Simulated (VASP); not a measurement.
InAs, 8 atoms in the cell. The cell holds a slab with vacuum, 8 atoms: a = 4.277 Å, b = 4.277 Å, c = 26.348 Å, α = 90.00°, β = 90.00°, γ = 120.00°.  The cell isn't the ideal one: the (1 1 1) slab of InAs, cut from the database cell, not relaxed.

| Item | Value |
| --- | --- |
| Program | VASP 6.6.1 |
| Task | single point |
| Functional | PBE |
| Potentials or basis | VASP PAW PBE potentials, release 64 (As, In_d) |
| Cutoff | 520 eV |
| k mesh | 7 × 7 × 1 |
| Occupations | fermi-dirac, width 0.05 eV |
| Spin | no spin polarisation |
| Dipole correction | yes |
| Further INCAR settings | ALGO = Normal; EDIFF = 1e-07; NBANDS = 46 |

Potentials or basis: VASP PAW PBE potentials, release 64 (As, In_d).

Command:

```console
$ cat potpaw_PBE.64/As/POTCAR potpaw_PBE.64/In_d/POTCAR > POTCAR
$ mpirun -np 1 vasp_std > vasp.out
```

Hardware: 1 thread of Intel(R) Xeon(R) Platinum 8488C (Sapphire Rapids), on a shared host.

How long does it take, and how much memory?

Wall time 10 min on 1 thread of Intel(R) Xeon(R) Platinum 8488C (Sapphire Rapids), on a shared host, peak memory 0.48 GiB. Counts: scf iterations 61, k points 8.
